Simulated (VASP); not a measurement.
Method: PBE GGA, VASP's PBE PAW potentials (set 64) (plane waves; VASP).

The input files of a VASP run:

File KPOINTS:
```
Automatic mesh
0
Gamma
9 9 9
0 0 0
```

**INCAR**
```
LASPH = T   ! aspherical one-centre terms
SIGMA = 0.1   ! width (eV)
LMAXMIX = 4   ! l cut-off of mixed one-centre charges
ISMEAR = 1   ! Methfessel-Paxton
NELM = 100
EDIFF = 1E-4
SYSTEM = NiSi2
ALGO = Normal
LREAL = F   ! projection in real space or not
GGA = PE
ISIF = 2
LWAVE = F
LCHARG = F
ENCUT = 400   ! plane-wave cut-off (eV)
PREC = Accurate
```

File POSCAR:
```
NiSi2
1
    0.0000000000     2.7050000000     2.7050000000
    2.7050000000     0.0000000000     2.7050000000
    2.7050000000     2.7050000000     0.0000000000
Si Ni
2 1
Direct
  0.2500000000   0.2500000000   0.2500000000
  0.7500000000   0.7500000000   0.7500000000
  0.0000000000   0.0000000000   0.0000000000
```

POTCAR, in this order: Si Ni (PBE.64 set). Program: vasp_std.

What VASP printed:

OSZICAR:
```
       N       E                     dE             d eps       ncg     rms          rms(c)
DAV:   1     0.586060483187E+02    0.58606E+02   -0.67452E+03   918   0.113E+03
DAV:   2    -0.162218337899E+02   -0.74828E+02   -0.70762E+02   960   0.225E+02
DAV:   3    -0.193307634165E+02   -0.31089E+01   -0.30424E+01  1160   0.515E+01
DAV:   4    -0.193946320037E+02   -0.63869E-01   -0.63569E-01  1098   0.718E+00
DAV:   5    -0.193964045097E+02   -0.17725E-02   -0.17722E-02  1182   0.120E+00    0.164E+01
DAV:   6    -0.240779440654E+02   -0.46815E+01   -0.53735E+01   990   0.183E+02    0.251E+01
DAV:   7    -0.174755238606E+02    0.66024E+01   -0.16019E+01  1103   0.114E+02    0.400E+00
DAV:   8    -0.174077926665E+02    0.67731E-01   -0.22572E+00  1328   0.257E+01    0.259E+00
DAV:   9    -0.173644117561E+02    0.43381E-01   -0.25995E-01  1127   0.103E+01    0.548E-01
DAV:  10    -0.173638048699E+02    0.60689E-03   -0.73609E-03  1279   0.146E+00    0.278E-01
DAV:  11    -0.173638758949E+02   -0.71025E-04   -0.80521E-04  1137   0.317E-01
   1 F= -.17363876E+02 E0= -.17364167E+02  d E =0.872999E-03
```

File OUTCAR:
```
------------------------ aborting loop because EDIFF is reached ----------------------------------------
  FORCE on cell =-STRESS in cart. coord.  units (eV):
  Direction    XX          YY          ZZ          XY          YZ          ZX
  --------------------------------------------------------------------------------------
  Total        0.7811285      0.7811285      0.7811285      0.0000000      0.0000000      0.0000000
  in kB       31.6155867     31.6155867     31.6155867      0.0000000      0.0000000      0.0000000
  external PRESSURE =      31.6155867 kB  Pullay stress =       0.0000000 kB
  volume of cell :       39.59
      direct lattice vectors                 reciprocal lattice vectors
     0.000000000  2.705000000  2.705000000    -0.184842884  0.184842884  0.184842884
     2.705000000  0.000000000  2.705000000     0.184842884 -0.184842884  0.184842884
     2.705000000  2.705000000  0.000000000     0.184842884  0.184842884 -0.184842884
 POSITION                                       TOTAL-FORCE (eV/Angst)
 -----------------------------------------------------------------------------------
      1.35250      1.35250      1.35250        -0.000000     -0.000000     -0.000000
      4.05750      4.05750      4.05750         0.000000      0.000000     -0.000000
      0.00000      0.00000      0.00000         0.000000     -0.000000      0.000000
 -----------------------------------------------------------------------------------
    total drift:                               -0.000000     -0.000000      0.000000
  FREE ENERGIE OF THE ION-ELECTRON SYSTEM (eV)
  ---------------------------------------------------
  free  energy   TOTEN  =       -17.3638758949 eV

  energy  without entropy=      -17.3647488943  energy(sigma->0) =      -17.36416689
```
(Selected blocks of OUTCAR.)

OUTCAR:
```
 val. band max:       10.3757212406   @ k =   0.3333   0.2222   0.0000

 cond. band min:      10.5017149217   @ k =   0.1111   0.1111   0.0000


 Fermi energy:        10.4625995661

 k-point     1 :       0.0000    0.0000    0.0000
  band No.  band energies     occupation
      1      -3.4109      2.00000
      2       5.2354      2.00000
      3       5.2354      2.00000
      4       5.2354      2.00000
      5       6.9264      2.00000
      6       6.9264      2.00000
      7      10.1055      2.00001
      8      12.1215     -0.00000
      9      12.1215     -0.00000
     10      12.1215     -0.00000
     11      12.7072      0.00000
     12      12.7072      0.00000
     13      12.7072      0.00000

 k-point     2 :       0.1111    0.0000    0.0000
  band No.  band energies     occupation
      1      -3.2283      2.00000
      2       4.8644      2.00000
      3       5.2929      2.00000
      4       5.2929      2.00000
      5       6.8939      2.00000
      6       6.8939      2.00000
      7       9.7176      2.00000
      8      11.0280     -0.00000
      9      11.3991     -0.00000
     10      11.3991     -0.00000
     11      13.3696      0.00000
     12      13.3697      0.00000
     13      14.3230      0.00000

 k-point     3 :       0.2222    0.0000    0.0000
  band No.  band energies     occupation
      1      -2.6860      2.00000
      2       3.8614      2.00000
      3       5.4375      2.00000
      4       5.4375      2.00000
      5       6.8472      2.00000
      6       6.8472      2.00000
      7       8.2845      2.00000
      8      10.5151      0.23252
      9      10.5151      0.23250
     10      11.3688     -0.00000
     11      13.0410      0.00000
     12      13.0410      0.00000
     13      14.0481      0.00000

 k-point     4 :       0.3333    0.0000    0.0000
  band No.  band energies     occupation
      1      -1.8036      2.00000
      2       2.4423      2.00000
      3       5.5831      2.00000
...
```

The compound is NiSi2 in the fluorite structure. The cell was not relaxed at this level. The run is one of a series of settings (EDIFF = 1E-4 against the base run), some of them coarse on purpose. The run is not spin-polarised, so no magnetic state was tried.
